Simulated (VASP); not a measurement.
Data:

```xyz
64
Lattice="8.7583 0.0000 0.0000 0.0000 8.7583 0.0000 0.0000 0.0000 8.7583" Properties=species:S:1:pos:R:3 pbc="T T T"
Si     4.3792     0.0000     0.0000
Si     6.5687     2.1896     0.0000
Si     6.5687     0.0000     2.1896
Si     0.0000     0.0000     0.0000
Si     2.1896     2.1896     0.0000
Si     4.3792     4.3792     0.0000
Si     6.5687     6.5687     0.0000
Si     2.1896     0.0000     2.1896
Si     4.3548     2.1463     2.2325
Si     6.5578     4.3670     2.2048
Si     4.3792     0.0000     4.3792
Si     6.5958     2.1707     4.4272
Si     6.5687     0.0000     6.5687
Si     0.0000     4.3792     0.0000
Si     2.1896     6.5687     0.0000
Si     0.0000     2.1896     2.1896
Si     2.1584     4.4017     2.2014
Si     4.3876     6.5792     2.1702
Si     0.0000     0.0000     4.3792
Si     2.2295     2.1816     4.3844
Si     6.5228     6.5518     4.3726
Si     2.1896     0.0000     6.5687
Si     4.3977     2.1475     6.5694
Si     6.5377     4.4154     6.5640
Si     0.0000     6.5687     2.1896
Si     0.0000     4.3792     4.3792
Si     2.2081     6.6087     4.3618
Si     0.0000     2.1896     6.5687
Si     2.2347     4.3478     6.6146
Si     4.4150     6.5590     6.6123
Si     0.0000     6.5687     6.5687
C      5.4740     1.0948     1.0948
C      7.6635     3.2844     1.0948
C      7.6635     1.0948     3.2844
C      1.0948     1.0948     1.0948
C      3.2844     3.2844     1.0948
C      5.4740     5.4740     1.0948
C      7.6635     7.6635     1.0948
C      3.2844     1.0948     3.2844
C      5.4786     3.3313     3.3243
C      7.6635     5.4740     3.2844
C      5.4740     1.0948     5.4740
C      7.6635     3.2844     5.4740
C      7.6635     1.0948     7.6635
C      1.0948     5.4740     1.0948
C      3.2844     7.6635     1.0948
C      1.0948     3.2844     3.2844
C      3.2950     5.4931     3.2884
C      5.4740     7.6635     3.2844
C      1.0948     1.0948     5.4740
C      3.2966     3.3314     5.4906
C      5.4501     5.4328     5.4914
C      7.6635     7.6635     5.4740
C      3.2844     1.0948     7.6635
C      5.4740     3.2844     7.6635
C      7.6635     5.4740     7.6635
C      1.0948     7.6635     3.2844
C      1.0948     5.4740     5.4740
C      3.2844     7.6635     5.4740
C      1.0948     3.2844     7.6635
C      3.2844     5.4740     7.6635
C      5.4740     7.6635     7.6635
C      1.0948     7.6635     7.6635
Ga     4.3738     4.3515     4.4179
```
Cell charge +2.

The numbers are results of PBE GGA, VASP's PBE PAW potentials (set 64) (plane waves; VASP 6.6.1), not measurements. Settings: PREC = Normal, LREAL = Auto, ISYM = 0, NELECT = 253.0, EDIFF = 1E-5, 400 eV cut-off, 1×1×1 Γ-centred mesh, Gaussian smearing of 0.050 eV, potentials Si C Ga. Starting moments (MAGMOM): 64*0.0156. The cell's moment is fixed (NUPDOWN = 1).

At this cut-off the stress carries a Pulay error, which pulls relaxed volumes low. The cell is charged, with a uniform compensating background. The supercell is sampled at Γ alone, which is coarse: total energies, pressure and levels can be off, energies of defects by several tenths of an eV.

**Question.** The ions are relaxed. What does this cell relax into?

**Answer.** 
```xyz
64
Lattice="8.7583 0.0000 0.0000 0.0000 8.7583 0.0000 0.0000 0.0000 8.7583" Properties=species:S:1:pos:R:3 pbc="T T T"
Si     4.3810     0.0005     0.0045
Si     6.5712     2.1866     0.0026
Si     6.5705     8.7563     2.1928
Si     0.0011     8.7575     0.0028
Si     2.1906     2.1878     0.0079
Si     4.3808     4.3765     0.0063
Si     6.5715     6.5674     0.0068
Si     2.1902     0.0014     2.1937
Si     4.3825     2.1784     2.1879
Si     6.5798     4.3728     2.1857
Si     4.3816     8.7563     4.3834
Si     6.5800     2.1796     4.3835
Si     6.5718     8.7570     6.5725
Si     8.7581     4.3755     0.0041
Si     2.1880     6.5686     0.0014
Si     0.0039     2.1889     2.1933
Si     2.1813     4.3774     2.1849
Si     4.3809     6.5769     2.1807
Si     0.0003     8.7573     4.3824
Si     2.1803     2.1775     4.3871
Si     6.5768     6.5743     4.3829
Si     2.1898     8.7552     6.5733
Si     4.3791     2.1764     6.5829
Si     6.5776     4.3765     6.5824
Si     8.7553     6.5681     2.1943
Si     0.0027     4.3790     4.3841
Si     2.1834     6.5773     4.3837
Si     8.7582     2.1883     6.5745
Si     2.1818     4.3736     6.5858
Si     4.3805     6.5767     6.5867
Si     0.0040     6.5667     6.5704
C      5.4790     1.0865     1.0896
C      7.6746     3.2805     1.0880
C      7.6741     1.0874     3.2825
C      1.0948     1.0954     1.0984
C      3.2853     3.2837     1.1006
C      5.4772     5.4730     1.0976
C      7.6648     7.6663     1.0979
C      3.2841     1.0937     3.2904
C      5.5485     3.2115     3.2156
C      7.6643     5.4734     3.2887
C      5.4768     1.0932     5.4781
C      7.6663     3.2860     5.4791
C      7.6644     1.0948     7.6663
C      1.0822     5.4815     1.0882
C      3.2782     7.6771     1.0854
C      1.0955     3.2851     3.2893
C      3.2068     5.5561     3.2070
C      5.4746     7.6646     3.2854
C      1.0835     1.0845     5.4825
C      3.2080     3.2086     5.5557
C      5.5487     5.5534     5.5563
C      7.6746     7.6731     5.4795
C      3.2790     1.0856     7.6777
C      5.4744     3.2826     7.6689
C      7.6741     5.4806     7.6753
C      1.0840     7.6757     3.2824
C      1.0985     5.4741     5.4786
C      3.2863     7.6653     5.4801
C      1.0849     3.2809     7.6804
C      3.2841     5.4739     7.6720
C      5.4806     7.6761     7.6801
C      1.0934     7.6648     7.6655
Ga     4.3763     4.3728     4.3866
```
Cell charge +2. The cell ends with 1.00 μB, on the first 30 sites 0.00 0.00 0.00 0.00 0.00 0.00 0.00 0.00 0.00 0.00 0.00 0.00 0.00 0.00 0.00 0.00 0.00 0.00 0.00 0.00 0.00 0.00 0.00 0.00 0.00 0.00 0.00 0.00 0.00 0.00 μB.

**Question.** How much energy does the relaxation gain?

**Answer.** The energy (σ→0) changes by -24.9 meV/atom, in 10 ionic steps.

```json
[
 {"step": "1", "E(σ→0) (eV)": "-487.2710", "max force (eV/Å)": "4.822", "pressure (GPa)": "-4.00", "volume (Å³)": "671.84"},
 {"step": "2", "E(σ→0) (eV)": "-488.3545", "max force (eV/Å)": "1.878", "pressure (GPa)": "-4.33", "volume (Å³)": "671.84"},
 {"step": "3", "E(σ→0) (eV)": "-488.7245", "max force (eV/Å)": "0.823", "pressure (GPa)": "-4.52", "volume (Å³)": "671.84"},
 {"step": "4", "E(σ→0) (eV)": "-488.8367", "max force (eV/Å)": "0.276", "pressure (GPa)": "-4.57", "volume (Å³)": "671.84"},
 {"step": "5", "E(σ→0) (eV)": "-488.8396", "max force (eV/Å)": "0.243", "pressure (GPa)": "-4.57", "volume (Å³)": "671.84"},
 {"step": "6", "E(σ→0) (eV)": "-488.8597", "max force (eV/Å)": "0.099", "pressure (GPa)": "-4.58", "volume (Å³)": "671.84"},
 {"step": "7", "E(σ→0) (eV)": "-488.8597", "max force (eV/Å)": "0.095", "pressure (GPa)": "-4.58", "volume (Å³)": "671.84"},
 {"step": "8", "E(σ→0) (eV)": "-488.8638", "max force (eV/Å)": "0.049", "pressure (GPa)": "-4.57", "volume (Å³)": "671.84"},
 {"step": "9", "E(σ→0) (eV)": "-488.8639", "max force (eV/Å)": "0.058", "pressure (GPa)": "-4.57", "volume (Å³)": "671.84"},
 {"step": "10", "E(σ→0) (eV)": "-488.8651", "max force (eV/Å)": "0.028", "pressure (GPa)": "-4.57", "volume (Å³)": "671.84"}
]
```

The cell is a supercell with a defect, built from SiC (zinc blende): Ga_Si, charge +2.
